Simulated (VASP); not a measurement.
A convergence study with VASP on Nb (space group Im-3m): one setting is varied, all else stays as given below, so the limit is that of these other settings.

```
Nb
1.0
   -1.65825     1.65825     1.65825
    1.65825    -1.65825     1.65825
    1.65825     1.65825    -1.65825
Nb
1
Direct
  0.00000   0.00000   0.00000
```

Level of theory: PBE GGA, VASP's PBE PAW potentials (set 64) (plane waves; VASP 6.6.1). The tightest run used: 720 eV cut-off, 14×14×14 Γ-centred mesh, Fermi-Dirac smearing of 0.10 eV, potentials Nb_sv.

Problem. The settings run are ENCUT = 105; ENCUT = 120; ENCUT = 135; ENCUT = 150; ENCUT = 165; ENCUT = 180; ENCUT = 210; ENCUT = 240; ENCUT = 270; ENCUT = 330; ENCUT = 360; ENCUT = 405; ENCUT = 450; ENCUT = 525; ENCUT = 600; ENCUT = 720. From which on does the energy per atom stay within 0.01 eV/atom of the tightest run?

Solution. From ENCUT = 360 on: it is off by 0.0080 there and by no more than 0.01 in any finer run, while ENCUT = 330 is off by 0.0121.
```csv
setting,E (eV/atom),pressure (GPa),plane waves,difference judged (eV/atom)
ENCUT = 105,8.7303,-1262.43,50,18.9435
ENCUT = 120,0.1217,-838.48,60,10.3349
ENCUT = 135,-3.9394,-558.04,70,6.2738
ENCUT = 150,-5.7974,-384.51,83,4.4158
ENCUT = 165,-7.8269,-258.03,96,2.3863
ENCUT = 180,-9.2145,-161.21,116,0.9986
ENCUT = 210,-10.1555,-51.89,140,0.0576
ENCUT = 240,-10.2337,-14.30,164,0.0206
ENCUT = 270,-10.2026,-4.49,194,0.0106
ENCUT = 330,-10.2010,-1.49,256,0.0121
ENCUT = 360,-10.2052,-1.55,321,0.0080
ENCUT = 405,-10.2107,-1.40,370,0.0025
ENCUT = 450,-10.2118,-1.12,410,0.0013
ENCUT = 525,-10.2129,-0.83,531,0.0002
ENCUT = 600,-10.2128,-0.82,623,0.0003
ENCUT = 720,-10.2132,-0.79,815,0.0000
```

Left out are rungs that failed or repeat a setting and relaxations that didn't move; long series are thinned to 24 rows.

The structure is a typed Nb crystal (space group no. 229). The cell was not relaxed at this level.
